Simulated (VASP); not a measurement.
Method: PBEsol GGA, VASP's PBE PAW potentials (set 64) (plane waves; VASP 6.6.1).

Gaps are without spin-orbit coupling.

```json
{
 "volume_per_atom": "29.37 Å^3/atom",
 "band gap (over mesh and band path)": "0.38 eV",
 "smallest direct gap (over mesh and band path)": "0.38 eV"
}
```

Problem. Which relaxed crystal gives these values?
A) InSe, R3m (160)
B) CuI, F-43m (216)
C) GaSe, R3m (160)
D) Cl, Cmce (64)

Solution. A, InSe, R3m (160)
